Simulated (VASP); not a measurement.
Data:

```
MgS
1.0
    0.00000     2.59765     2.59765
    2.59765     0.00000     2.59765
    2.59765     2.59765     0.00000
Mg S
1 1
Direct
  0.00000   0.00000   0.00000
  0.50000   0.50000   0.50000
```

Method: vdW-DF-cx, VASP's PBE PAW potentials (set 64) (plane waves; VASP 6.6.1). Numerical set-up: 520 eV cut-off, Gaussian smearing of 0.050 eV, potentials Mg S.

Predict the band gap (along the path) with the smallest direct gap where there is one.

```
Quantity                               Result
------------------------------------  -------
band gap (along the path)             2.89 eV
smallest direct gap (along the path)  3.83 eV
```

The compound is MgS in the rock salt structure. It was relaxed first.
